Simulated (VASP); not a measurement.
A VASP calculation is set up with these files.

**INCAR**
```
SYSTEM  =  GaN
PREC  =  Accurate; ENCUT  =  600; LREAL  =  .FALSE.
LASPH  =  .TRUE.
EDIFF  =  1E-7; NELM  =  100; ALGO  =  Normal
LMAXMIX  =  4
ISMEAR  =  0; SIGMA  =  0.05
GGA  =  PE
ISIF  =  2
LWAVE  =  .FALSE.; LCHARG  =  .FALSE.
```

**POSCAR**
```
GaN
3.2191780
  0.5000000787  -0.8660255279   0.0000000000
  0.5000000787   0.8660255279   0.0000000000
  0.0000000000   0.0000000000   1.6282111579
Ga N
2 2
Direct
  0.6666670000   0.3333330000   0.5000480094
  0.3333330000   0.6666670000   0.0000480094
  0.6666670000   0.3333330000   0.8769519906
  0.3333330000   0.6666670000   0.3769519906
```

KPOINTS:
```
Automatic mesh
0
Gamma
10 10 6
0 0 0
```

POTCAR, in this order: Ga_d N (PBE.64 set). Program: vasp_std.

### Question
Write an equivalent input for Quantum ESPRESSO's pw.x.

### Answer
One equivalent input (not run):
```
&CONTROL
  calculation = 'scf'
  pseudo_dir = './pseudo'
  outdir = './out'
  tprnfor = .true.
  tstress = .true.
/
&SYSTEM
  ibrav = 0
  nat = 4
  ntyp = 2
  ecutwfc = 84
  occupations = 'smearing'
  smearing = 'gaussian'
  degauss = 0.003675
  input_dft = 'pbe'
/
&ELECTRONS
  conv_thr = 7.3e-09
  electron_maxstep = 100
/
ATOMIC_SPECIES
  Ga 69.723 Ga.upf
  N 14.007 N.upf
CELL_PARAMETERS angstrom
     1.6095893   -2.7878903    0.0000000
     1.6095893    2.7878903    0.0000000
     0.0000000    0.0000000    5.2415015
ATOMIC_POSITIONS crystal
  Ga   0.6666670  0.3333330  0.5000480
  Ga   0.3333330  0.6666670  0.0000480
  N    0.6666670  0.3333330  0.8769520
  N    0.3333330  0.6666670  0.3769520
K_POINTS automatic
  10 10 6 0 0 0
```
The two are equivalent in intent, not identical: the potentials are each code's own (VASP's PAW set, PseudoDojo norm-conserving files in pw.x), so ENCUT and ecutwfc are chosen apart and not converted; conv_thr bounds pw.x's estimated SCF error, while EDIFF bounds the energy change between steps.

The compound is GaN in the wurtzite structure. It was relaxed first.
